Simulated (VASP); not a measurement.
The system is In2GeO4.

```
In Ge O
1.0
     4.87134    0.00000    0.00000
    -2.43567    4.21870    0.00000
     0.00000    0.00000    6.02388
In Ge O
2 1 4
Direct
  0.33333 0.66667 0.50000
  0.66667 0.33333 0.50000
  0.00000 0.00000 0.00000
  0.33333 0.66667 0.00000
  0.66667 0.33333 0.00000
  0.00000 0.00000 0.77771
  0.00000 0.00000 0.22229
```

The cell was built by a generator and needn't be a form met in nature.

| Item | Value |
| --- | --- |
| Program | VASP 6.6.1 |
| Task | relaxation of cell and atoms |
| Functional | PBE |
| Potentials or basis | VASP PAW PBE potentials, release 64 (In_d, Ge_d, O) |
| Cutoff | 520 eV |
| k mesh | 3 × 3 × 3 |
| Occupations | gaussian, width 0.15 eV |
| Spin | no spin polarisation |

At the start: pressure 27.0 GPa; volume 17.69 Å³/atom.

Problem. Where does the relaxation end?

Solution. Over 24 steps the energy falls by 1163.2 meV/atom and the volume is 14.80 Å³/atom (-16.3 %); space group P6/mmm (No. 191, to 0.05 Å).

Step by step:
```
step  energy change (eV)  largest force (eV/Å)  pressure (GPa)  volume (Å³)
   1              0.0000               28.7856           27.04       123.80
   2             30.1064              119.9777           26.90       176.39
   3             -2.2266                0.6180          -10.44       150.55
   4             -2.7440                1.4431          -11.22       149.55
   5             -2.7784                1.0893          -11.30       148.46
   6             -4.7882                2.2456          -13.68       136.17
   7             -6.4935                2.4705          -12.68       130.00
   8             -7.1944                1.1202           -9.83       126.90
   9             -7.3781                0.1594           -7.80       125.35
  10             -7.4037                1.0168           -6.42       124.57
  11             -7.4038                0.9570           -6.44       124.60
  12             -7.8255                1.2739           -3.67       114.77
  13             -8.0580                1.6146            1.38       104.23
  14             -8.0625                1.6682            2.86       101.89
  15             -7.9326                2.2996            0.61        98.97
  16             -8.1225                0.1508            1.45       100.85
  17             -8.1362                0.0211            0.09       102.76
  18             -8.1373                0.0005            0.07       103.26
  19             -8.1363                0.0573           -0.99       104.28
  20             -8.1374                0.0166           -0.75       103.70
  21             -8.1374                0.0097           -0.30       103.50
  22             -8.1407                0.1852            0.31       103.56
  23             -8.1407                0.2211            0.00       103.56
  24             -8.1425                0.0156           -0.14       103.60
```

Final structure:
```yaml
crystal:
  lattice:
    - [4.64202, 0.00000, 0.00000]
    - [-2.32101, 4.02011, 0.00000]
    - [0.00000, 0.00000, 5.55155]
  atoms:
    - { symbol: In, position: [0.33333, 0.66667, 0.50000] }
    - { symbol: In, position: [0.66667, 0.33333, 0.50000] }
    - { symbol: Ge, position: [0.00000, 0.00000, 0.00000] }
    - { symbol: O, position: [0.33333, 0.66667, 0.00000] }
    - { symbol: O, position: [0.66667, 0.33333, 0.00000] }
    - { symbol: O, position: [0.00000, 0.00000, 0.69844] }
    - { symbol: O, position: [0.00000, 0.00000, 0.30156] }
```

Caveat: the k mesh is coarse (spacing up to 0.50 Å⁻¹), so the values aren't converged; the volume moved by over 15 % at a fixed basis, so the end points are rough.
